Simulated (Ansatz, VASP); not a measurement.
# BiP: VASP beside Ansatz

Wanted: the spread between two codes on one cell, functional and k mesh. The cell is invented: As first built, before any earlier steps moved the atoms (in the runner's words): it takes the AlP structure with some of its atoms replaced by other elements, volume scaled by an estimate. It may not be a known or stable phase. The cell is taken from a series of VASP runs on this material, whose earlier steps may have relaxed, scaled or displaced it; both programs get it as it stands.

Main program and level: Ansatz 0.2.0; plane waves, with VASP 6.6.1 beside it; band structure at PBE, spin-orbit coupling and band structure at r2SCAN, spin-orbit coupling.

### Step 1. The structure

The structure is cubic, space group F-43m (No. 216). Conventional cell: a = 6.495 Å, b = 6.495 Å, c = 6.495 Å, α = 90.00°, β = 90.00°, γ = 90.00°. Nearest to Bi lie 4 P at 2.81 Å. Nearest to P lie 4 Bi at 2.81 Å. As first built, before any earlier steps moved the atoms (in the runner's words): sites of the AlP structure (space group 216) filled with other elements, volume scaled by an estimate. Farther neighbours are not listed.

### Step 2. Ansatz: band structure, PBE, spin-orbit coupling

Ansatz runs on its fully relativistic PAW (standard-fr) files.

A single point gives forces, pressure and levels at one fixed geometry, so differences don't come from the geometry; what else differs is listed under the comparison.

input.yaml reads:

```yaml
crystal:
  lattice:
    - [0.0, 3.2476571572, 3.2476571572]
    - [3.2476571572, 0.0, 3.2476571572]
    - [3.2476571572, 3.2476571572, 0.0]
  atoms:
    - { symbol: Bi, position: [0.0, 0.0, 0.0] }
    - { symbol: P, position: [0.25, 0.25, 0.25] }
hamiltonian:
  xc: pbe
  pseudopotentials: { kind: paw_fr }
magnetization:
  noncollinear: true
  spin_orbit: true
kpoints:
  mp_grid: { grid: [4, 4, 4] }
  band_path:
    path:
      - [0.0, 0.0, 0.0]
      - [0.16667, 0.0, 0.16667]
      - [0.33333, 0.0, 0.33333]
      - [0.5, 0.0, 0.5]
      - [0.5, 0.08333, 0.58333]
      - [0.5, 0.18333, 0.68333]
      - [0.5, 0.25, 0.75]
      - [0.45, 0.3, 0.75]
      - [0.40833, 0.34167, 0.75]
      - [0.35, 0.35, 0.7]
      - [0.225, 0.225, 0.45]
      - [0.075, 0.075, 0.15]
      - [0.03333, 0.03333, 0.03333]
      - [0.23333, 0.23333, 0.23333]
      - [0.4, 0.4, 0.4]
      - [0.51667, 0.46667, 0.51667]
      - [0.55833, 0.38333, 0.55833]
      - [0.60833, 0.28333, 0.60833]
      - [0.60833, 0.25, 0.64167]
      - [0.55833, 0.25, 0.69167]
      - [0.51667, 0.25, 0.73333]
      - [0.5, 0.3, 0.7]
      - [0.5, 0.38333, 0.61667]
      - [0.5, 0.48333, 0.51667]
      - [0.475, 0.475, 0.55]
      - [0.425, 0.425, 0.65]
      - [0.38333, 0.38333, 0.73333]
      - [0.59167, 0.18333, 0.59167]
      - [0.55, 0.1, 0.55]
      - [0.5, 0.0, 0.5]
    npoints: 1
scf:
  occupations: { method: gaussian, width: 0.02 }
  n_extra_bands: 14
output:
  forces: true
  stress: true
  eigenvalues: true
  write_density: true
  write_potential: true
  elf: true
  volumetric_format: npy
```

Command:

```
ansatz run input.yaml --threads 2 --pin off --max-ram 4608MiB --backend cpu --events-out ev --progress --plain --runs-dir out
```

Numbers of over 12 decimals in the logs are rounded to 6 here.

Output:

```text
scf.n_extra_bands = 14 over 20 filled bands (N_el = 20.0): the run solves 34 bands
Engine: ansatz 0.2.0, aarch64-unknown-linux-gnu
Pseudopotentials: kind: paw_fr
Pseudopotential: Bi, paw_fr, valence charge 15, recommended cutoff 420 eV (normal), Bi.paw.azcp#standard-fr
Pseudopotential: P, paw_fr, valence charge 5, recommended cutoff 420 eV (normal), P.paw.azcp#standard-fr
Functional definition: PBE
  parameter kappa = 0.804
  parameter beta = 0.066725
  exchange = pbe_x(kappa = kappa, mu = beta*pi^2/3)
  correlation = pbe_c(beta = beta)
non-collinear run that drives no moment, with spin-orbit: no starting moment large enough to seed its density (crystal.atoms[].spin), no starting occupations that ask for one, no magnetisation constraint and no magnetic field, so the semilocal B_xc is pinned to zero
Crystal: 2 atoms, lattice volume = 68.508 Å³
Basis set: ecut = 420 eV, 1363 PW (Γ), exchange–correlation on 64×64×64 points (8 copies of the dense FFT grid, shifted against one another)
Bands: 34, of which v1, the nominal top of the filled ones, is band 20 counted from 1 (19 counted from 0)
Symmetry: 24 space group operations + 24 with time reversal
Magnetic group: BNS 216.75 (UNI 1577), of the structure as read, at distance tolerance 4.1e-5 Å
k-points: 8 of 64 (time reversal used)
Projection manifold: j_resolved (fully-relativistic pseudo-atomic orbitals)
Non-local potential: Bi, projectors of the file, l = 0: 2, l = 1: 4, l = 2: 4, l = 3: 4
Non-local potential: P, projectors of the file, l = 0: 2, l = 1: 4, l = 2: 4
PAW form: soft (Blöchl's): semilocal exchange-correlation on the pseudo side does not see the compensation charge
PAW one-centre angular grid: Bi, 590 points (default); XC on 96 Gauss nodes
PAW one-centre angular grid: P, 110 points (default); XC on 64 Gauss nodes
Initial density: superposition of atomic densities (chi_scale 0.1, normalization cell, long waves kept (reshape's long-wave potential 0.00 eV rms))
Initial wavefunctions: pseudopotential atomic-orbital guess
Functional: x = pbe(κ = 0.804, μ = 0.219515), c = pbe(β = 0.066725)
SCF iter   1: F=—  HF=-13193.545723 eV  |F-HF|=—  |Δ(HF+E_count)|=         —  Δρ=2.21e-2  dr2=7.30e-1  dr2_m=0.00e0 (ungated)  ethr=3.10e-3  |M|=0.00e0 ∫|m|=0.00e0 μB  |m|>n=0.0e0 m-floor=0.0e0 τ_xc=0.0e0  β_m=0.30  ⟨swp⟩=7.9  Hψ=1527  notcnv=0  defer=24
preconditioner: auto → Kerker (q_TF=auto, 2.222 Å⁻¹)  [metal: Δε(μ)=0.000 eV  Ē_g=11.007 eV  σ=0.020 eV  W_gap=0.00  n_scr=14 (ndim 8)  ℏωp=14.2 eV  f_vac=0.010  D(μ)=5.29/eV (n_scr^D=58)]
spin=Noncollinear: Kerker preconditioning applied to the charge; magnetization (m_x, m_y, m_z) channels mix plain (no charge-response kernel on spin).
SCF iter   2: F=—  HF=-13193.446924 eV  |F-HF|=—  |Δ(HF+E_count)|=   9.88e-2  Δρ=1.55e-2  dr2=3.38e-1  dr2_m=0.00e0 (ungated)  ethr=3.10e-3  |M|=0.00e0 ∫|m|=0.00e0 μB  |m|>n=0.0e0 m-floor=0.0e0 τ_xc=0.0e0  β_m=0.61  ⟨swp⟩=1.1  Hψ=337  notcnv=0  defer=34
SCF iter   3: F=—  HF=-13193.374046 eV  |F-HF|=—  |Δ(HF+E_count)|=   7.29e-2  Δρ=3.81e-3  dr2=1.55e-2  dr2_m=0.00e0 (ungated)  ethr=1.69e-3  |M|=0.00e0 ∫|m|=0.00e0 μB  |m|>n=0.0e0 m-floor=0.0e0 τ_xc=0.0e0  β_m=0.80  ⟨swp⟩=2.5  Hψ=312  notcnv=0  defer=46
SCF iter   4: F=—  HF=-13193.373677 eV  |F-HF|=—  |Δ(HF+E_count)|=   3.69e-4  Δρ=1.03e-3  dr2=1.71e-3  dr2_m=0.00e0 (ungated)  ethr=7.77e-5  |M|=0.00e0 ∫|m|=0.00e0 μB  |m|>n=0.0e0 m-floor=0.0e0 τ_xc=0.0e0  β_m=0.90  ⟨swp⟩=3.1  Hψ=389  notcnv=0  defer=60
SCF iter   5: F=—  HF=-13193.374368 eV  |F-HF|=—  |Δ(HF+E_count)|=   6.91e-4  Δρ=5.16e-4  dr2=3.39e-4  dr2_m=0.00e0 (ungated)  ethr=8.55e-6  |M|=0.00e0 ∫|m|=0.00e0 μB  |m|>n=0.0e0 m-floor=0.0e0 τ_xc=0.0e0  β_m=0.95  ⟨swp⟩=2.2  Hψ=338  notcnv=0  defer=60
SCF iter   6: F=—  HF=-13193.374697 eV  |F-HF|=—  |Δ(HF+E_count)|=   3.29e-4  Δρ=1.43e-4  dr2=1.60e-5  dr2_m=0.00e0 (ungated)  ethr=1.69e-6  |M|=0.00e0 ∫|m|=0.00e0 μB  |m|>n=0.0e0 m-floor=0.0e0 τ_xc=0.0e0  β_m=0.98  ⟨swp⟩=2.9  Hψ=446  notcnv=0  defer=60
SCF iter   7: F=—  HF=-13193.374743 eV  |F-HF|=—  |Δ(HF+E_count)|=   4.59e-5  Δρ=2.99e-5  dr2=6.70e-7  dr2_m=0.00e0 (ungated)  ethr=7.99e-8  |M|=0.00e0 ∫|m|=0.00e0 μB  |m|>n=0.0e0 m-floor=0.0e0 τ_xc=0.0e0  β_m=0.99  ⟨swp⟩=2.4  Hψ=332  notcnv=0  defer=60
SCF iter   8: F=-13193.374746 eV  HF=-13193.374746 eV  |F-HF|=6.69e-8  |Δ(HF+E_count)|=   2.51e-6  Δρ=7.10e-6  dr2=6.68e-8  dr2_m=0.00e0 (ungated)  ethr=5.00e-10  |M|=0.00e0 ∫|m|=0.00e0 μB  |m|>n=0.0e0 m-floor=0.0e0 τ_xc=0.0e0  ⟨swp⟩=18.2  Hψ=2460  notcnv=0
SCF 1 converged in 8 iterations: F = -13193.374746 eV  dr2 = 6.68e-8
  Residual-converged pass: ⟨swp⟩=1.1  Hψ=305  notcnv=0  max |occ|·‖R‖ = 7.0e-9 eV (tolerance 1.0e-8 eV)  dr2=6.68e-8  dr2_m=0.00e0 (ungated)  dr2_onsite=1.74e-9  max |Δocc| = 1.1e-9
  greatest PAW one-centre occupation: 0.987 electrons in one spin orbital (limit 2), on the Bi atom at site 0 (counted from 0), in its partial waves of l = 2
NSCF: frozen V_eff on 30 k-points
SCF converged after 8 iterations
Magnetization: |M| = 0.0000 μB,  M = (+0.0000, +0.0000, +0.0000) μB
Absolute magnetization: 0.0000 μB (∫|m|)
  site 0: m = (+0.0000, +0.0000, +0.0000) μB, |m| = 0.0000 μB  (R = 1.16 Å)
  site 1: m = (+0.0000, +0.0000, +0.0000) μB, |m| = 0.0000 μB  (R = 1.16 Å)
Free energy (F): -13193.374746 eV
Harris-Foulkes:  -13193.374746 eV  (|F-HF|=6.69e-8)
Internal energy: -13193.373688 eV  (E = F + TS)
E sigma→0 (E₀):  -13193.374217 eV
Entropy (-TS):   -0.001058 eV (-0.529 meV/atom)
Fermi energy:    6.066696 eV
--- Per-component energies (eV) ---
  E_band       = -158.833427
  E_kinetic    = 369.953199
  E_local      = -1910.206384  (includes V_loc(G=0)·N_el)
  E_nonlocal   = 595.448191
  E_hartree    = 641.665310
  E_xc         = -211.587809
  E_vxc        = -203.011407  (∫ρ·V_xc dr)
  E_paw        = -11274.769484  (= ΣΔE_a)
  E_vpaw       = -294.347948  (= ΣTr[D̂ρ^β])
  E_aug_tail   = -0.000372  (compensation charges beyond the density's cutoff)
  E_ewald      = -1403.876339
  E_smearing   = -0.001058  (= −TS)
  E_closure    = 0.000000  (closes the sum)
  Σ components = -13193.374746   (vs F -13193.374746, Δ=0.00e0)
--- Forces (eV/Å), atoms counted from 1 ---
  atom   1  Bi    -0.00000000     0.00000000     0.00000000
  atom   2  P      0.00000000    -0.00000000    -0.00000000
  max |Σ_I F_I| component: 5.18e-16 eV/Å
--- Stress (GPa, compression-positive) ---
       -0.223270       0.000000      -0.000000
       -0.000000      -0.223270       0.000000
       -0.000000       0.000000      -0.223270
  P = ⅓ Tr σ = -0.2233 GPa (-2.233 kbar)
--- Band table (eV; the first three rows and the last of 8) ---
  k-point 0: bands = [... 16 lower, 4.6282, 4.6282, 4.6282, 4.6282, 6.2741, 6.2741, 7.6114, 7.6114, ... 10 higher]
  k-point 1: bands = [... 16 lower, 4.1752, 4.1878, 4.2677, 4.2677, 7.1237, 7.1237, 8.2482, 8.2612, ... 10 higher]
  k-point 2: bands = [... 16 lower, 3.8567, 3.8567, 3.8741, 3.8741, 7.6810, 7.6810, 8.5640, 8.5640, ... 10 higher]
  k-point 7: bands = [... 16 lower, 2.5491, 2.5526, 6.5152, 6.5509, 6.7925, 8.3297, 8.3875, 8.6971, ... 10 higher]
```

The job ended after 14 s (2 threads of Arm Neoverse N1, shared host; peak memory 0.45 GiB; 27 s of CPU time).

### Step 3. VASP: band structure, PBE, spin-orbit coupling

The same cell, functional, mesh and smearing now go to VASP, with its own data sets and cutoff.

Lines of VASP's logs that name or quote its potential files are left out, and so is its time.

INCAR reads:

```
SYSTEM = BiP
PREC = Accurate
ENCUT = 400
EDIFF = 1E-06
NELM = 100
ISMEAR = 0
SIGMA = 0.02
LREAL = .FALSE.
ALGO = Normal
GGA = PE
LNONCOLLINEAR = .TRUE.
MAGMOM = 0 0 0 0 0 0
NBANDS = 32
GGA_COMPAT = .FALSE.
LASPH = .TRUE.
LSORBIT = .TRUE.
LORBIT = 11
LWAVE = .FALSE.
LCHARG = .FALSE.
KPAR = 4
```

POSCAR reads:

```
BiP
1.0
    0.0000000000      3.2476571572      3.2476571572
    3.2476571572      0.0000000000      3.2476571572
    3.2476571572      3.2476571572      0.0000000000
Bi P
1 1
Direct
    0.0000000000      0.0000000000      0.0000000000
    0.2500000000      0.2500000000      0.2500000000
```

KPOINTS reads:

```
Automatic mesh
0
Gamma
4 4 4
0 0 0
```

KPOINTS_OPT reads:

```
Line mode
16
Line-mode
Reciprocal
  0.00000000   0.00000000   0.00000000 GAMMA
  0.50000000   0.00000000   0.50000000 X

  0.50000000   0.00000000   0.50000000 X
  0.50000000   0.25000000   0.75000000 W

  0.50000000   0.25000000   0.75000000 W
  0.37500000   0.37500000   0.75000000 K

  0.37500000   0.37500000   0.75000000 K
  0.00000000   0.00000000   0.00000000 GAMMA

  0.00000000   0.00000000   0.00000000 GAMMA
  0.50000000   0.50000000   0.50000000 L

  0.50000000   0.50000000   0.50000000 L
  0.62500000   0.25000000   0.62500000 U

  0.62500000   0.25000000   0.62500000 U
  0.50000000   0.25000000   0.75000000 W

  0.50000000   0.25000000   0.75000000 W
  0.50000000   0.50000000   0.50000000 L

  0.50000000   0.50000000   0.50000000 L
  0.37500000   0.37500000   0.75000000 K

  0.62500000   0.25000000   0.62500000 U
  0.50000000   0.00000000   0.50000000 X
```

Potentials, in the order of the species: Bi_d and P (PBE family, release 64).

Command:

```
mpirun -np 4 vasp_ncl
```

Output:

```text
[banner, memory and clock lines left out]
running    4 mpi-ranks, on    1 nodes
 distrk:  each k-point on    1 cores,    4 groups
 distr:  one band on    1 cores,    1 groups

 POSCAR found type information on POSCAR BiP
 POSCAR found :  2 types and       2 ions
 LDA part: xc-table for (Slater+PW92), standard interpolation
 POSCAR, INCAR and KPOINTS ok, starting setup
 FFT: planning ... GRIDC
 FFT: planning ... GRID_SOFT
 FFT: planning ... GRID
 WAVECAR not read
 entering main loop
       N       E                     dE             d eps       ncg     rms          rms(c)
DAV:   1     0.170922286057E+03    0.17092E+03   -0.82941E+03   640   0.104E+03
DAV:   2     0.752317891069E+01   -0.16340E+03   -0.15801E+03   688   0.321E+02
DAV:   3    -0.898948860314E+01   -0.16513E+02   -0.16290E+02   800   0.118E+02
DAV:   4    -0.959684360310E+01   -0.60735E+00   -0.60655E+00   744   0.257E+01
DAV:   5    -0.962866276165E+01   -0.31819E-01   -0.31815E-01   992   0.507E+00    0.326E+00
DAV:   6    -0.936783036872E+01    0.26083E+00   -0.77645E-01   776   0.493E+00    0.181E+00
DAV:   7    -0.937244412856E+01   -0.46138E-02   -0.10831E-01   760   0.187E+00    0.127E+00
DAV:   8    -0.937100875575E+01    0.14354E-02   -0.18498E-02   848   0.132E+00    0.248E-01
DAV:   9    -0.937001291419E+01    0.99584E-03   -0.33572E-03   808   0.508E-01    0.160E-01
DAV:  10    -0.937002214221E+01   -0.92280E-05   -0.70784E-04   744   0.175E-01    0.763E-02
DAV:  11    -0.937008043364E+01   -0.58291E-04   -0.63921E-05   728   0.689E-02    0.245E-02
DAV:  12    -0.937010311902E+01   -0.22685E-04   -0.27669E-05   760   0.417E-02    0.105E-02
DAV:  13    -0.937010613745E+01   -0.30184E-05   -0.44172E-06   664   0.175E-02    0.330E-03
DAV:  14    -0.937010638739E+01   -0.24994E-06   -0.27989E-07   552   0.436E-03
   1 F= -.93701064E+01 E0= -.93695775E+01  d E =-.105786E-02  mag=     0.0000     0.0000     0.0000
 Start KPOINTS_OPT (optional k-point list driver)
k-point batch [1-10\160]
       N       E                     dE             ncg
DAV:   1    -0.110844318086E+03   -0.95061E+03      640
DAV:   2    -0.177528230681E+04   -0.16644E+04      704
DAV:   3    -0.195328943504E+04   -0.17801E+03      768
DAV:   4    -0.196022261031E+04   -0.69332E+01      744
DAV:   5    -0.196057662936E+04   -0.35402E+00      976
DAV:   6    -0.196058041996E+04   -0.37906E-02      760
DAV:   7    -0.196058057993E+04   -0.15997E-03      976
DAV:   8    -0.196058058219E+04   -0.22577E-05      752
DAV:   9    -0.196058058226E+04   -0.78724E-07      456
[...]
k-point batch [151-160\160]
       N       E                     dE             ncg
DAV:   1    -0.245901862166E+03   -0.57665E+04      648
DAV:   2    -0.185594880506E+04   -0.16100E+04      672
DAV:   3    -0.201346772417E+04   -0.15752E+03      864
DAV:   4    -0.201887590806E+04   -0.54082E+01      848
DAV:   5    -0.201907328727E+04   -0.19738E+00      944
DAV:   6    -0.201907688493E+04   -0.35977E-02      936
DAV:   7    -0.201907698420E+04   -0.99270E-04      944
DAV:   8    -0.201907698642E+04   -0.22217E-05      872
DAV:   9    -0.201907698649E+04   -0.66794E-07      552
```

OUTCAR, selected parts (step 3):

```text
ion  position               nearest neighbor table
   1  0.000  0.000  0.000-   2 2.81   2 2.81   2 2.81   2 2.81
   2  0.250  0.250  0.250-   1 2.81   1 2.81   1 2.81   1 2.81

  LATTYP: Found a face centered cubic cell.
 ALAT       =     6.4953143144

 Subroutine GETGRP returns: Found 24 space group operations
 (whereof 24 operations were pure point group operations)

The static configuration has the point symmetry T_d .

 Found     10 irreducible k-points:

   k-points           NKPTS =     10   k-points in BZ     NKDIM =     10   number of bands    NBANDS=     32

   dimension x,y,z NGX =    30 NGY =   30 NGZ =   30
   dimension x,y,z NGXF=    60 NGYF=   60 NGZF=   60

   ENCUT  =  400.0 eV  29.40 Ry    5.42 a.u.   7.49  7.49  7.49*2*pi/ulx,y,z

   NELECT =      20.0000    total number of electrons

 k-points in reciprocal lattice and weights: Automatic mesh
   0.00000000  0.00000000  0.00000000       0.016
   0.25000000  0.00000000  0.00000000       0.062
  -0.25000000  0.00000000  0.00000000       0.062
   0.50000000  0.00000000  0.00000000       0.062
   0.25000000  0.25000000  0.00000000       0.094
   0.50000000  0.25000000  0.00000000       0.188
   0.50000000 -0.25000000  0.00000000       0.188
  -0.25000000  0.25000000  0.00000000       0.188
   0.50000000  0.50000000  0.00000000       0.047
  -0.25000000  0.50000000  0.25000000       0.094

 average (electrostatic) potential at core
       1-106.7716       2 -84.5679

 E-fermi :   4.0694

 k-point     1 :       0.0000    0.0000    0.0000
  band No.  band energies     occupation
    ...
     16       1.7589      1.00000
     17       2.6036      1.00000
     18       2.6036      1.00000
     19       2.6036      1.00000
     20       2.6036      1.00000
     21       4.3215      0.00000
     22       4.3215      0.00000
     23       5.5636      0.00000
     24       5.5636      0.00000
     25       5.5636      0.00000
    ...

 k-point     2 :       0.2500    0.0000    0.0000
  band No.  band energies     occupation
    ...
     16       1.3728      1.00000
     17       2.1468      1.00000
     18       2.1593      1.00000
     19       2.2330      1.00000
     20       2.2330      1.00000
     21       5.1765      0.00000
     22       5.1765      0.00000
     23       6.2048      0.00000
     24       6.2178      0.00000
     25       6.3898      0.00000
    ...

 k-point     3 :      -0.2500    0.0000    0.0000
  band No.  band energies     occupation
    ...
     16       1.3728      1.00000
     17       2.1468      1.00000
     18       2.1593      1.00000
     19       2.2330      1.00000
     20       2.2330      1.00000
     21       5.1765      0.00000
     22       5.1765      0.00000
     23       6.2048      0.00000
     24       6.2178      0.00000
     25       6.3898      0.00000
    ...

  Total       -0.1614335     -0.1614335     -0.1614335      0.0000000      0.0000000     -0.0000000
  in kB       -3.7754067     -3.7754067     -3.7754067      0.0000000      0.0000000     -0.0000000
  external PRESSURE =      -3.7754067 kB  Pullay stress =       0.0000000 kB

  energy-cutoff  :      400.00
  volume of cell :       68.51
      direct lattice vectors                 reciprocal lattice vectors
     0.000000000  3.247657157  3.247657157    -0.153957138  0.153957138  0.153957138
     3.247657157  0.000000000  3.247657157     0.153957138 -0.153957138  0.153957138
     3.247657157  3.247657157  0.000000000     0.153957138  0.153957138 -0.153957138

 POSITION                                       TOTAL-FORCE (eV/Angst)
 -----------------------------------------------------------------------------------
      0.00000      0.00000      0.00000        -0.000000     -0.000000     -0.000000
      1.62383      1.62383      1.62383         0.000000      0.000000      0.000000
 -----------------------------------------------------------------------------------
    total drift:                                0.000000      0.000000      0.000000

  FREE ENERGIE OF THE ION-ELECTRON SYSTEM (eV)
  ---------------------------------------------------
  free  energy   TOTEN  =        -9.3701063874 eV

  energy  without entropy=       -9.3690485319  energy(sigma->0) =       -9.36957746

 Spin-Orbit-Coupling matrix elements
 Ion:    1  E_soc:     -1.4463704
 Ion:    2  E_soc:     -0.0047740

 total charge
# of ion       s       p       d       tot
------------------------------------------
    1        1.572   1.216   9.934  12.722
    2        1.120   1.306   0.000   2.427
--------------------------------------------------
tot          2.692   2.522   9.934  15.149

 magnetization (x)
# of ion       s       p       d       tot
------------------------------------------
    1       -0.000   0.000  -0.000  -0.000
    2       -0.000  -0.000   0.000  -0.000
--------------------------------------------------
tot         -0.000  -0.000  -0.000  -0.000

 magnetization (y)
# of ion       s       p       d       tot
------------------------------------------
    1        0.000   0.000  -0.000  -0.000
    2        0.000  -0.000   0.000  -0.000
--------------------------------------------------
tot          0.000  -0.000  -0.000  -0.000

 magnetization (z)
# of ion       s       p       d       tot
------------------------------------------
    1        0.000   0.000   0.000   0.000
    2        0.000  -0.000   0.000  -0.000
--------------------------------------------------
tot          0.000   0.000   0.000   0.000

[... 3 further parts left out ...]
```

The run ends at a pressure of -0.38 GPa.

### Step 4. Comparison

Known differences besides the potentials themselves: spin-orbit coupling enters by fully relativistic files in Ansatz and inside the spheres in VASP; the cutoff is 420 eV in Ansatz and 400 eV in VASP. Total energies have different zeros and are not compared.

The two programs side by side:

```tsv
quantity	Ansatz	VASP	difference
pressure (GPa)	-0.22	-0.38	+0.15
```

Levels from 3 eV below to 2 eV above the Fermi level differ by 35 meV r.m.s. and 92 meV at most; each VASP level is matched to the nearest of Ansatz, which flatters the figure a little.

(Continued in part 2 of 2.)

[Lines on the potential files, build, host, timing and source positions are cut from VASP's logs without a mark.]

[Logs are printed without paths, hosts, clocks, repeated set-up lines and the standing remarks that a program may print on its own settings, such as how far it seeks lower states.]

[Hosts, paths, dates, database ids (printed as entryN), source tags and the programs' standing remarks are cut or masked in the printed files.]
